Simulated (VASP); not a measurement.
Output of a VASP run:

### OUTCAR
```
 ion  position               nearest neighbor table
   1  0.000  0.000  0.000-   3 1.91   6 1.91   5 1.93   4 1.93   4 1.93   5 1.93   2 3.48   2 3.48
                             2 3.48   2 3.48   2 3.48   2 3.48   2 3.48   2 3.48
   2  0.500  0.500  0.500-   4 1.91   5 1.91   3 1.93   6 1.93   3 1.93   6 1.93   1 3.48   1 3.48
                             1 3.48   1 3.48   1 3.48   1 3.48   1 3.48   1 3.48
   3  0.304  0.304  0.000-   1 1.91   2 1.93   2 1.93
   4  0.804  0.196  0.500-   2 1.91   1 1.93   1 1.93
   5  0.196  0.804  0.500-   2 1.91   1 1.93   1 1.93
   6  0.696  0.696  0.000-   1 1.91   2 1.93   2 1.93
  LATTYP: Found a simple tetragonal cell.
 ALAT       =     4.4535912938
 C/A-ratio  =     0.6680086063
 Subroutine PRICEL returns:
 Original cell was already a primitive cell.
 Subroutine GETGRP returns: Found 16 space group operations
The static configuration has the point symmetry D_2h.
 The point group associated with its full space group is D_4h.
The dynamic configuration has the point symmetry D_2h.
 Subroutine INISYM returns: Found 16 space group operations
 Subroutine IBZKPT returns following result:
 Found     50 irreducible k-points:

 Following reciprocal coordinates:
            Coordinates               Weight
  0.000000  0.000000  0.000000      1.000000
  0.166667  0.000000  0.000000      4.000000
  0.333333  0.000000  0.000000      4.000000
  0.500000  0.000000  0.000000      2.000000
  0.166667  0.166667  0.000000      4.000000
  0.333333  0.166667  0.000000      8.000000
  0.500000  0.166667  0.000000      4.000000
  0.333333  0.333333  0.000000      4.000000
  0.500000  0.333333  0.000000      4.000000
  0.500000  0.500000  0.000000      1.000000
  0.000000  0.000000  0.125000      2.000000
  0.166667  0.000000  0.125000      8.000000
  0.333333  0.000000  0.125000      8.000000
  0.500000  0.000000  0.125000      4.000000
  0.166667  0.166667  0.125000      8.000000
  0.333333  0.166667  0.125000     16.000000
  0.500000  0.166667  0.125000      8.000000
  0.333333  0.333333  0.125000      8.000000
  0.500000  0.333333  0.125000      8.000000
  0.500000  0.500000  0.125000      2.000000
  0.000000  0.000000  0.250000      2.000000
  0.166667  0.000000  0.250000      8.000000
  0.333333  0.000000  0.250000      8.000000
  0.500000  0.000000  0.250000      4.000000
  0.166667  0.166667  0.250000      8.000000
  0.333333  0.166667  0.250000     16.000000
  0.500000  0.166667  0.250000      8.000000
  0.333333  0.333333  0.250000      8.000000
  0.500000  0.333333  0.250000      8.000000
  0.500000  0.500000  0.250000      2.000000
  0.000000  0.000000  0.375000      2.000000
  0.166667  0.000000  0.375000      8.000000
  0.333333  0.000000  0.375000      8.000000
  0.500000  0.000000  0.375000      4.000000
  0.166667  0.166667  0.375000      8.000000
  0.333333  0.166667  0.375000     16.000000
  0.500000  0.166667  0.375000      8.000000
  0.333333  0.333333  0.375000      8.000000
  0.500000  0.333333  0.375000      8.000000
  0.500000  0.500000  0.375000      2.000000
   k-points           NKPTS =     50   k-points in BZ     NKDIM =     50   number of bands    NBANDS=      8
   number of dos      NEDOS =    601   number of ions     NIONS =      6
   total plane-waves  NPLWV =  31104
   dimension x,y,z NGX =    36 NGY =   36 NGZ =   24
   dimension x,y,z NGXF=    72 NGYF=   72 NGZF=   48
   ions per type =               2   4
   PREC   = accura    normal or accurate (medium, high low for compatibility)
   ISTART =      0    job   : 0-new  1-cont  2-samecut
   ICHARG =      2    charge: 1-file 2-atom 10-const
   ISPIN  =      1    spin polarized calculation?
   LNONCOLLINEAR =      F non collinear calculations
   LSORBIT =      F    spin-orbit coupling
   INIWAV =      1    electr: 0-lowe 1-rand  2-diag
   ENCUT  =  520.0 eV  38.22 Ry    6.18 a.u.   8.28  8.28  5.53*2*pi/ulx,y,z
   NELM   =    100;   NELMIN=  2; NELMDL= -5     # of ELM steps
   EDIFF  = 0.1E-06   stopping-criterion for ELM
...
```

### OSZICAR
```
       N       E                     dE             d eps       ncg     rms          rms(c)
DAV:   1     0.239155007788E+01    0.23916E+01   -0.31159E+03   800   0.749E+02
DAV:   2    -0.182388799395E+02   -0.20630E+02   -0.20363E+02  1072   0.838E+01
DAV:   3    -0.188862823681E+02   -0.64740E+00   -0.64740E+00  1040   0.210E+01
DAV:   4    -0.188875842846E+02   -0.13019E-02   -0.13019E-02  1072   0.956E-01
DAV:   5    -0.188875892174E+02   -0.49328E-05   -0.49328E-05  1064   0.419E-02    0.662E+00
DAV:   6    -0.179615180426E+02    0.92607E+00   -0.70727E-01   848   0.511E+00    0.342E+00
DAV:   7    -0.176311867804E+02    0.33033E+00   -0.97320E-01   872   0.649E+00    0.492E-01
DAV:   8    -0.176396830701E+02   -0.84963E-02   -0.18379E-02   896   0.108E+00    0.969E-02
DAV:   9    -0.176395107319E+02    0.17234E-03   -0.76498E-04  1080   0.201E-01    0.186E-02
DAV:  10    -0.176395288057E+02   -0.18074E-04   -0.38355E-05   896   0.542E-02    0.100E-02
DAV:  11    -0.176395274117E+02    0.13940E-05   -0.59761E-06   960   0.132E-02    0.171E-03
DAV:  12    -0.176395274210E+02   -0.92442E-08   -0.17658E-07   840   0.349E-03
   1 F= -.18392198E+02 E0= -.18392198E+02  d E =0.000000E+00
```

OUTCAR:
```
------------------------ aborting loop because EDIFF is reached ----------------------------------------
 Edisp (eV)   -0.75267
  FORCE on cell =-STRESS in cart. coord.  units (eV):
  Direction    XX          YY          ZZ          XY          YZ          ZX
  --------------------------------------------------------------------------------------
  Total      -0.09753    -0.09753     0.09291    -0.00000     0.00000     0.00000
  in kB      -2.64809    -2.64809     2.52266    -0.00000     0.00000     0.00000
  external pressure =       -0.92 kB  Pullay stress =        0.00 kB
  volume of cell :       59.01
      direct lattice vectors                 reciprocal lattice vectors
     4.453591294  0.000000000  0.000000000     0.224537892  0.000000000  0.000000000
     0.000000000  4.453591294  0.000000000     0.000000000  0.224537892  0.000000000
     0.000000000  0.000000000  2.975037313     0.000000000  0.000000000  0.336130238
 POSITION                                       TOTAL-FORCE (eV/Angst)
 -----------------------------------------------------------------------------------
      0.00000      0.00000      0.00000        -0.000000      0.000000      0.000000
      2.22680      2.22680      1.48752        -0.000000      0.000000      0.000000
      1.35408      1.35408      0.00000        -0.004764     -0.004764     -0.000000
      3.58087      0.87272      1.48752        -0.004764      0.004764      0.000000
      0.87272      3.58087      1.48752         0.004764     -0.004764     -0.000000
      3.09951      3.09951      0.00000         0.004764      0.004764      0.000000
 -----------------------------------------------------------------------------------
    total drift:                                0.000000     -0.000000     -0.000000
  FREE ENERGIE OF THE ION-ELECTRON SYSTEM (eV)
  ---------------------------------------------------
  free  energy   TOTEN  =       -18.3921981341 eV

  energy  without entropy=      -18.3921981341  energy(sigma->0) =      -18.39219813

 total charge

# of ion       s       p       d       tot
------------------------------------------
    1        0.154   0.157   0.042   0.353
    2        0.154   0.157   0.042   0.353
    3        0.579   0.002   0.000   0.581
    4        0.579   0.002   0.000   0.581
    5        0.579   0.002   0.000   0.581
    6        0.579   0.002   0.000   0.581
--------------------------------------------------
tot          2.622   0.322   0.085   3.029

 Electric field gradients after diagonalization (V/A^2)
 (convention: |V_zz| > |V_xx| > |V_yy|)
----------------------------------------------------------------------
 ion       V_xx      V_yy      V_zz     asymmetry (V_yy - V_xx)/ V_zz
----------------------------------------------------------------------
   1      -5.787    -0.086     5.873       0.971
   2      -5.787    -0.086     5.873       0.971
   3       4.555     1.075    -5.630       0.618
   4       4.555     1.075    -5.630       0.618
   5       4.555     1.075    -5.630       0.618
   6       4.555     1.075    -5.630       0.618
```
(Selected blocks of OUTCAR.)

**POSCAR**
```
MgH2
1
    4.4535912938     0.0000000000     0.0000000000
    0.0000000000     4.4535912938     0.0000000000
    0.0000000000     0.0000000000     2.9750373134
Mg H
2 4
Direct
  0.0000000000   0.0000000000   0.0000000000
  0.5000000000   0.5000000000   0.5000000000
  0.3040415764   0.3040415764   1.0000000000
  0.8040415764   0.1959584236   0.5000000000
  0.1959584236   0.8040415764   0.5000000000
  0.6959584236   0.6959584236   0.0000000000
```

Problem. Write an INCAR and KPOINTS that could have produced this output.

Solution. This is not unique; one that fits is the input of the run itself, PBE GGA with D3 dispersion (zero damping), plane waves, VASP's PBE PAW potentials (set 64).

### KPOINTS
```
Automatic mesh
0
Gamma
6 6 8
0 0 0
```

INCAR:
```
# general
SYSTEM  =  MgH2
PREC    =  Accurate
ENCUT   =  520
LREAL   =  F
LASPH   =  T

# electronic loop
EDIFF   =  1E-7
NELM    =  100
ALGO    =  Normal

# smearing
ISMEAR  =  -5

# functional
GGA     =  PE
IVDW    =  11

# ions
ISIF    =  2

# output
LWAVE   =  F
LCHARG  =  T
LORBIT  =  11
NEDOS   =  601

# other
LEFG    =  T
```

POTCAR, in this order: Mg H (PBE.64 set). Program: vasp_std.

The compound is MgH2 in the rutile structure. It was relaxed first.
